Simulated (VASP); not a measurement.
Method: PBE GGA, VASP's PBE PAW potentials (set 64) (plane waves; VASP).

VASP input:

KPOINTS:
```
Automatic mesh
0
Gamma
10 10 10
0 0 0
```

### INCAR
```
SYSTEM = MgO
PREC = Accurate
ENCUT = 520
EDIFF = 1E-6
NELM = 100
ALGO = Normal
LREAL = .FALSE.
LASPH = .FALSE.
ISMEAR = 0
SIGMA = 0.05
GGA = PE
LWAVE = .FALSE.
LCHARG = .FALSE.
ISIF = 2
```

### POSCAR
```
MgO
1
    0.0000000000     2.1050000000     2.1050000000
    2.1050000000     0.0000000000     2.1050000000
    2.1050000000     2.1050000000     0.0000000000
Mg O
1 1
Direct
  0.0000000000   0.0000000000   0.0000000000
  0.5000000000   0.5000000000   0.5000000000
```

POTCAR, in this order: Mg O (PBE.64 set). Program: vasp_std.

### Question
Predict the energy per atom (σ→0), pressure, band gap (on the k-mesh).

### Answer

```json
{
 "energy per atom (σ→0)": "-5.952 eV/atom",
 "band gap (on the k-mesh)": "4.74 eV",
 "pressure": "4.17 GPa"
}
```

### OSZICAR
```
...
DAV:   5    -0.134654615826E+02   -0.36118E-06   -0.36118E-06  1040   0.132E-02    0.722E+00
DAV:   6    -0.119242190024E+02    0.15412E+01   -0.10049E+01   752   0.224E+01    0.227E+00
DAV:   7    -0.119101077243E+02    0.14111E-01   -0.43307E-02   792   0.256E+00    0.132E+00
DAV:   8    -0.119048171741E+02    0.52906E-02   -0.24164E-02   760   0.237E+00    0.154E-01
DAV:   9    -0.119047306351E+02    0.86539E-04   -0.39355E-04  1056   0.176E-01    0.733E-02
DAV:  10    -0.119048371837E+02   -0.10655E-03   -0.13211E-04   784   0.123E-01    0.537E-03
DAV:  11    -0.119048373529E+02   -0.16919E-06   -0.67619E-07   984   0.815E-03
   1 F= -.11904837E+02 E0= -.11904837E+02  d E =-.921347E-12
```

The compound is MgO in the rock salt structure. The cell was not relaxed at this level. The run is one of a series of settings (LASPH = .FALSE. against the base run), some of them coarse on purpose.
